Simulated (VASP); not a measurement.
Data:

```
CELL_PARAMETERS angstrom
      0.00000     2.72765     2.72765
      2.72765     0.00000     2.72765
      2.72765     2.72765     0.00000
ATOMIC_POSITIONS crystal
  Li 0.00000 0.00000 0.00000
  Br 0.50000 0.50000 0.50000
```

Method: optB86b-vdW, VASP's PBE PAW potentials (set 64) (plane waves; VASP). Settings: 520 eV cut-off, 8×8×8 Γ-centred mesh, Gaussian smearing of 0.050 eV, potentials Li_sv Br.

Question: What does the run give for the energy per atom (σ→0), band gap (on the k-mesh) with the smallest direct gap where there is one?

Answer: 
- band gap (on the k-mesh) = 5.09 eV
- smallest direct gap (on the k-mesh) = 5.09 eV
- energy per atom (σ→0) = -2.092 eV/atom

Only differences to runs with the same potentials and settings are physical.

The compound is LiBr in the rock salt structure. It was relaxed first. The start is the result of an earlier pass.
